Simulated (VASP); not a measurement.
Here is the system:

```
Li2S
1.0
    0.00000     2.87497     2.80015
    2.83864     0.00000     2.80015
    2.83864     2.87497     0.00000
Li S
2 1
Cartesian
  1.41932   1.43748   1.40008
  4.25796   4.31245   4.20023
  0.08650   0.00000   0.00000
```

All values below come from PBE GGA, VASP's PBE PAW potentials (set 64) (plane waves; VASP). Run with 800 eV cut-off, 6×6×6 Γ-centred mesh, Gaussian smearing of 0.050 eV, potentials Li_sv S_h.

Estimate the energy per atom (σ→0), largest force.

```yaml
energy per atom (σ→0): -3.992 eV/atom
largest_force: 0.332 eV/Å
```

Total energies compare only between runs with the same potentials, cut-off and functional.

The compound is Li2S in the antifluorite structure. The cell was not relaxed at this level, atoms are displaced from their ideal sites. The run is one of a series of settings (ENCUT = 800, POTCAR Li_sv S_h (PBE.64 set) against the base run), some of them coarse on purpose.
